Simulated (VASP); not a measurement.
OSZICAR of a VASP run on MoS$_{2}$ (relaxed from the fluorite structure, space group Fm-3m):

OSZICAR:
```
       N       E                     dE             d eps       ncg     rms          rms(c)
DAV:   1     0.131390593245E+03    0.13139E+03   -0.12458E+04  1002   0.124E+03
DAV:   2    -0.461386171461E+02   -0.17753E+03   -0.17585E+03  1270   0.332E+02
DAV:   3    -0.523161649133E+02   -0.61775E+01   -0.60240E+01  1238   0.568E+01
DAV:   4    -0.524091835164E+02   -0.93019E-01   -0.92806E-01  1261   0.648E+00
DAV:   5    -0.524100352463E+02   -0.85173E-03   -0.85164E-03  1219   0.636E-01    0.234E+01
DAV:   6    -0.428629576840E+02    0.95471E+01   -0.23936E+01  1199   0.324E+01    0.101E+01
DAV:   7    -0.426458289103E+02    0.21713E+00   -0.81590E+00  1145   0.158E+01    0.685E+00
DAV:   8    -0.425493773315E+02    0.96452E-01   -0.85534E-01  1092   0.503E+00    0.244E+00
DAV:   9    -0.424589742672E+02    0.90403E-01   -0.33835E-01  1005   0.479E+00    0.797E-01
DAV:  10    -0.425735599683E+02   -0.11459E+00   -0.14683E-01  1000   0.255E+00    0.205E-01
DAV:  11    -0.425724606782E+02    0.10993E-02   -0.19863E-03  1080   0.363E-01    0.184E-01
DAV:  12    -0.425768911123E+02   -0.44304E-02   -0.11343E-02  1001   0.759E-01    0.527E-02
DAV:  13    -0.425773856840E+02   -0.49457E-03   -0.59601E-04  1032   0.190E-01    0.414E-02
DAV:  14    -0.425776108310E+02   -0.22515E-03   -0.25701E-04  1031   0.118E-01    0.140E-02
DAV:  15    -0.425776246428E+02   -0.13812E-04   -0.32725E-05  1048   0.481E-02    0.448E-03
DAV:  16    -0.425776238032E+02    0.83961E-06   -0.26943E-06   880   0.169E-02
   1 F= -.42577624E+02 E0= -.42577887E+02  d E =-.425776E+02
       N       E                     dE             d eps       ncg     rms          rms(c)
DAV:   1    -0.437139756174E+02   -0.11364E+01   -0.29466E+01  1109   0.545E+01    0.884E+00
DAV:   2    -0.432412194626E+02    0.47276E+00   -0.16566E+01  1116   0.245E+01    0.520E+00
DAV:   3    -0.425908680677E+02    0.65035E+00   -0.25787E+00  1051   0.770E+00    0.204E+00
DAV:   4    -0.425720054494E+02    0.18863E-01   -0.30699E-01   986   0.347E+00    0.846E-01
DAV:   5    -0.425652668520E+02    0.67386E-02   -0.16481E-01  1186   0.218E+00    0.744E-01
DAV:   6    -0.425685783775E+02   -0.33115E-02   -0.15401E-02   996   0.758E-01    0.370E-01
DAV:   7    -0.425686614994E+02   -0.83122E-04   -0.53179E-04  1062   0.215E-01    0.205E-01
DAV:   8    -0.425687618770E+02   -0.10038E-03   -0.24882E-03  1053   0.261E-01    0.213E-02
DAV:   9    -0.425688533766E+02   -0.91500E-04   -0.28681E-04   986   0.154E-01    0.201E-02
DAV:  10    -0.425689075701E+02   -0.54194E-04   -0.29934E-05   996   0.475E-02    0.133E-02
DAV:  11    -0.425689159437E+02   -0.83736E-05   -0.93258E-06   981   0.192E-02    0.364E-03
DAV:  12    -0.425689188517E+02   -0.29080E-05   -0.36330E-06   846   0.171E-02    0.207E-03
DAV:  13    -0.425689186663E+02    0.18535E-06   -0.22726E-07   493   0.438E-03
   2 F= -.42568919E+02 E0= -.42568448E+02  d E =0.870514E-02
       N       E                     dE             d eps       ncg     rms          rms(c)
DAV:   1    -0.429283816490E+02   -0.35946E+00   -0.85100E+00  1117   0.291E+01    0.545E+00
DAV:   2    -0.427506622538E+02    0.17772E+00   -0.35332E+00  1109   0.118E+01    0.262E+00
DAV:   3    -0.426087961893E+02    0.14187E+00   -0.97524E-01  1108   0.430E+00    0.934E-01
DAV:   4    -0.425978222597E+02    0.10974E-01   -0.80670E-02  1084   0.252E+00    0.370E-01
DAV:   5    -0.425982730412E+02   -0.45078E-03   -0.43016E-03  1106   0.539E-01    0.289E-01
DAV:   6    -0.425953303223E+02    0.29427E-02   -0.64451E-03  1012   0.640E-01    0.865E-02
DAV:   7    -0.425989957218E+02   -0.36654E-02   -0.40749E-03   986   0.529E-01    0.320E-02
DAV:   8    -0.425990805651E+02   -0.84843E-04   -0.18734E-04   994   0.902E-02    0.259E-02
DAV:   9    -0.425990944988E+02   -0.13934E-04   -0.19627E-05  1006   0.342E-02    0.549E-03
DAV:  10    -0.425990946592E+02   -0.16040E-06   -0.42211E-06   962   0.202E-02
   3 F= -.42599095E+02 E0= -.42598925E+02  d E =-.214709E-01
```

Which electronic solver shows in the log?

It is blocked Davidson (ALGO = Normal, or the opening steps of other solvers). The INCAR had ALGO = Normal.

Can the final energy be trusted as converged?

Self-consistency was reached. It stopped with EDIFF = 1E-6, NELM = 100, NSW = 60 and EDIFFG = -0.02 after 3 ionic steps (r2SCAN meta-GGA, plane waves, VASP's PBE PAW potentials (set 64)). Energy and stress use the plane-wave basis of the starting cell.

The structure was generated: MoS2 was put into the fluorite type (Fm-3m), which need not be its known phase. This run relaxes it. Symmetry was kept, so distortions that lower it aren't found. The start is the result of an earlier pass.
